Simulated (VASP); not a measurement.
Method: PBE GGA, VASP's PBE PAW potentials (set 64) (plane waves; VASP).

Input for VASP

KPOINTS:
```
Automatic mesh
0
Gamma
6 6 4
0 0 0
```

File POSCAR:
```
PtSe2
3.7016980
  0.4908293437  -0.8712558399   0.0000000000
  0.4908293437   0.8712558399   0.0000000000
  0.0000000000   0.0000000000   1.3433759318
Pt Se
1 2
direct
  0.0000000000   0.0000000000   0.0000000000
  0.3333330000   0.6666670000   0.2550000000
  0.6876960000   0.3543620000   0.7450000000
```

**INCAR**
```
ALGO=Normal
EDIFF=1E-6
ENCUT=400
GGA=PE
ISIF=2
ISMEAR=0
LASPH=T
LCHARG=F
LMAXMIX=6
LREAL=F
LWAVE=F
NELECT=22.02
NELM=100
PREC=Accurate
SIGMA=0.05
SYSTEM=PtSe2
```

POTCAR, in this order: Pt Se (PBE.64 set). Program: vasp_std.

Output

File OSZICAR:
```
       N       E                     dE             d eps       ncg     rms          rms(c)
DAV:   1     0.964821630810E+02    0.96482E+02   -0.88613E+03  2400   0.104E+03
DAV:   2    -0.110305623745E+02   -0.10751E+03   -0.10511E+03  2959   0.215E+02
DAV:   3    -0.146317871295E+02   -0.36012E+01   -0.35869E+01  2749   0.426E+01
DAV:   4    -0.146555498826E+02   -0.23763E-01   -0.23759E-01  2819   0.377E+00
DAV:   5    -0.146558245787E+02   -0.27470E-03   -0.27469E-03  2819   0.378E-01    0.143E+01
DAV:   6    -0.140788200839E+02    0.57700E+00   -0.46798E+00  2308   0.215E+01    0.851E+00
DAV:   7    -0.139162676057E+02    0.16255E+00   -0.87918E-01  2301   0.101E+01    0.434E+00
DAV:   8    -0.138967245474E+02    0.19543E-01   -0.53034E-02  2392   0.188E+00    0.827E-01
DAV:   9    -0.138938981164E+02    0.28264E-02   -0.97218E-03  2588   0.107E+00    0.151E-01
DAV:  10    -0.138940794343E+02   -0.18132E-03   -0.11015E-03  2791   0.264E-01    0.485E-02
DAV:  11    -0.138940913034E+02   -0.11869E-04   -0.59871E-05  2777   0.785E-02    0.244E-02
DAV:  12    -0.138940913626E+02   -0.59200E-07   -0.13454E-05  2623   0.340E-02    0.300E-03
DAV:  13    -0.138940917941E+02   -0.43150E-06   -0.90524E-07  1945   0.733E-03
   1 F= -.13894092E+02 E0= -.13893605E+02  d E =-.974134E-03
```

**OUTCAR**
```
------------------------ aborting loop because EDIFF is reached ----------------------------------------
  FORCE on cell =-STRESS in cart. coord.  units (eV):
  Direction    XX          YY          ZZ          XY          YZ          ZX
  --------------------------------------------------------------------------------------
  Total        5.9410682      4.6010468      3.7487746      0.5110374      0.6420083      0.8568739
  in kB      163.3309120    126.4912545    103.0607211     14.0493604     17.6499910     23.5570414
  external PRESSURE =     130.9609625 kB  Pullay stress =       0.0000000 kB
  volume of cell :       58.28
      direct lattice vectors                 reciprocal lattice vectors
     1.816902000 -3.225126000  0.000000000     0.275193709 -0.155032703  0.000000000
     1.816902000  3.225126000  0.000000000     0.275193709  0.155032703  0.000000000
     0.000000000  0.000000000  4.972772000     0.000000000  0.000000000  0.201095083
 POSITION                                       TOTAL-FORCE (eV/Angst)
 -----------------------------------------------------------------------------------
      0.00000      0.00000      0.00000         0.726838      0.050221      0.064051
      1.81690      1.07504      1.26806         0.030581      0.155311      0.869084
      1.89332     -1.07504      3.70472        -0.757419     -0.205532     -0.933134
 -----------------------------------------------------------------------------------
    total drift:                                0.000042     -0.000001     -0.000012
  FREE ENERGIE OF THE ION-ELECTRON SYSTEM (eV)
  ---------------------------------------------------
  free  energy   TOTEN  =       -13.8940917941 eV

  energy  without entropy=      -13.8931176603  energy(sigma->0) =      -13.89360473
```
(Selected blocks of OUTCAR.)

The cell is charged, with a uniform compensating background.

The compound is PtSe2 in the 1T layered structure. The cell was not relaxed at this level, atoms are displaced from their ideal sites. The k-mesh is coarse (spacing up to 0.33 per Å, 2π included), so the numbers may not be converged in it. The run is one of a series of settings (NELECT = 22.02 against the base run), some of them coarse on purpose.
